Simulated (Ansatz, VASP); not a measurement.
## Two plane-wave programs on KAl4

```
CELL_PARAMETERS angstrom
3.79407 0.00000 0.00000
0.00000 3.79407 0.00000
0.00000 0.00000 9.14665
ATOMIC_POSITIONS crystal
K 0.00000 0.00000 0.50000
Al 0.00000 0.00000 0.14341
Al 0.00000 0.00000 0.85659
Al 0.50000 0.50000 0.83977
Al 0.50000 0.50000 0.16023
```

Alike in both runs: functional PBE; k mesh 4 × 4 × 2; occupations gaussian, width 0.1 eV; no spin polarisation.

Ansatz relaxed the structure, and its values are those at the end. VASP's run is a single point on that final structure, the one shown.

```csv
,VASP,Ansatz
version,VASP 6.6.1,Ansatz 0.2.0
potentials or method,"VASP PAW PBE potentials, release 64 (K_sv, Al)","scalar-relativistic, plane waves, PAW"
plane-wave cutoff (eV),520,420
valence electrons in the cell,21,21
```

```csv
,VASP,Ansatz,Ansatz less VASP
gap on the k mesh at the Fermi level (eV),none,none,-
pressure (GPa),0.3,0.3,0.00
rms of the force components (eV/Å),0.011,0.011,+0.0001
```

A gap of «none» marks a metal or a gap that the smearing closes.

Caveats: the k mesh is coarse (spacing up to 0.41 Å⁻¹), so the values aren't converged.
